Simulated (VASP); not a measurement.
```yaml
crystal:
  lattice:
    - [-2.17697, 2.17697, 2.17697]
    - [2.17697, -2.17697, 2.17697]
    - [2.17697, 2.17697, -2.17697]
  atoms:
    - { symbol: Na, position: [0.00000, 0.00000, 0.00000] }
```

The numbers are results of revPBE GGA, VASP's PBE PAW potentials (set 64) (plane waves; VASP), not measurements. Numerical set-up: 520 eV cut-off, 12×12×12 Γ-centred mesh, first-order Methfessel-Paxton smearing of 0.10 eV, potentials Na_pv.

Problem. Estimate the energy per atom (σ→0), band gap (on the k-mesh) with the smallest direct gap where there is one.

Solution. 
```json
{
  "band gap (on the k-mesh)": "none (metal, semimetal or under 0.01 eV)",
  "energy per atom (σ→0)": "-1.198 eV/atom"
}
```

The compound is Na in the bcc structure. This cell is one point of a volume scan, at 1.06 of the reference volume.
